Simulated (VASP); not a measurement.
These are r2SCAN+rVV10, VASP's PBE PAW potentials (set 64) (plane waves; VASP) values and carry that method's errors.

The input files of a VASP run:

### POSCAR
```
AlN
1.0
  0.0000000000   2.1900000000   2.1900000000
  2.1900000000   0.0000000000   2.1900000000
  2.1900000000   2.1900000000   0.0000000000
Al N
1 1
Cartesian
  0.0000000000   0.0000000000   0.0000000000
  1.0950000000   1.0950000000   1.0950000000
```

File KPOINTS:
```
Automatic mesh
0
Gamma
9 9 9
0 0 0
```

**INCAR**
```
SYSTEM  =  AlN
IBRION  =  2   ! conjugate gradients
LWAVE  =  .False.
EDIFFG  =  -0.01
SIGMA  =  0.05   ! width (eV)
ISIF  =  3
LREAL  =  .False.   ! projection in real space or not
ISMEAR  =  0   ! Gaussian
LUSE_VDW  =  .True.
NSW  =  60   ! most ionic steps
ENCUT  =  520   ! plane-wave cut-off (eV)
METAGGA  =  R2SCAN
CPARAM  =  0.0093
PREC  =  Accurate
ALGO  =  Normal   ! blocked Davidson
BPARAM  =  11.95
LASPH  =  .True.   ! aspherical one-centre terms
LMIXTAU  =  .True.
LCHARG  =  .False.
NELM  =  100
EDIFF  =  1E-6   ! SCF stop (eV)
```

POTCAR, in this order: Al N (PBE.64 set). Program: vasp_std.

**Question.** What does the run give for the energy per atom (σ→0), volume per atom?

**Answer.** 
The energy per atom (σ→0) is -9.497 eV/atom and the volume per atom is 10.38 Å^3/atom.

File OSZICAR:
```
...
DAV:   4    -0.189938115431E+02   -0.85806E-04   -0.48879E-05   616   0.971E-02    0.143E-02
DAV:   5    -0.189937127788E+02    0.98764E-04   -0.48154E-05   560   0.106E-01    0.804E-03
DAV:   6    -0.189938123825E+02   -0.99604E-04   -0.21777E-05   560   0.739E-02    0.587E-03
DAV:   7    -0.189937909867E+02    0.21396E-04   -0.63097E-06   584   0.309E-02    0.316E-03
DAV:   8    -0.189937996143E+02   -0.86276E-05   -0.62763E-07   304   0.112E-02    0.403E-04
DAV:   9    -0.189937979784E+02    0.16359E-05   -0.70577E-08   280   0.289E-03    0.179E-04
DAV:  10    -0.189937980904E+02   -0.11200E-06   -0.77533E-09   280   0.927E-04
   3 F= -.18993798E+02 E0= -.18993798E+02  d E =-.192478E-02
```

The compound is AlN in the zinc blende structure, a metastable form; wurtzite is the usual one. This run relaxes it. Symmetry was kept, so distortions that lower it aren't found.
